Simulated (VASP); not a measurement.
```xyz
2
Lattice="2.4245 0.0000 0.0000 -1.2123 2.0997 0.0000 0.0000 0.0000 3.9084" Properties=species:S:1:pos:R:3 pbc="T T T"
Co     0.0000     1.3998     0.9771
Co     1.2123     0.6999     2.9313
```

Level of theory: LDA (Ceperley-Alder, Perdew-Zunger), VASP's LDA PAW potentials (set 64) (plane waves; VASP 6.6.1). Numerical set-up: 400 eV cut-off, 19×19×11 Γ-centred mesh, tetrahedra with Blöchl corrections, potentials Co.

The run has a spin-polarised start.

Question: The job: Co (space group P6_3/mmc), 2 atoms, LDA, static run, 400 eV, 19×19×11 Γ-centred mesh. Roughly how much core time does it take on a busy server core?

Answer: About 2 core-minutes (one run on a shared machine, a rough figure). It had 240 irreducible k-points, 15 bands, up to 373 plane waves and 17 electronic steps.

The structure comes from a computed database's Co entry (P6_3/mmc); how it stands against other phases isn't given here. It was relaxed first, which changed the volume by -7 %.
